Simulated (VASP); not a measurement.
Consider the following.

```
Au
1.0
    0.00000     2.04000     2.04000
    2.04000     0.00000     2.04000
    2.04000     2.04000     0.00000
Au
1
Direct
  0.00000   0.00000   0.00000
```

Method: revPBE GGA, VASP's PBE PAW potentials (set 64) (plane waves; VASP). Settings: 520 eV cut-off, 14×14×14 Γ-centred mesh, first-order Methfessel-Paxton smearing of 0.10 eV, potentials Au.

Energy and stress use the plane-wave basis of the starting cell.

Q: The ions, cell shape and volume are relaxed. What does this cell relax into?

A: 
```
Au
1.0
    0.00000     2.09205     2.09205
    2.09205     0.00000     2.09205
    2.09205     2.09205     0.00000
Au
1
Direct
  0.00000   0.00000   0.00000
```
Space group Fm-3m (225), at a tolerance of 0.03 Å.

Q: How do energy and volume change from the first to the last step?

A: The energy (σ→0) changes by -44.7 meV/atom and the volume by +7.9 %, in 4 ionic steps.

```csv
step,E(σ→0) (eV),max force (eV/Å),pressure (GPa),volume (Å³)
1,-2.6881,0.000,11.94,16.98
2,-2.6687,0.000,-9.25,20.28
3,-2.7328,0.000,-0.26,18.34
4,-2.7329,0.000,-0.06,18.31
```

The compound is Au in the fcc structure. This run relaxes it. Symmetry was kept, so distortions that lower it aren't found.
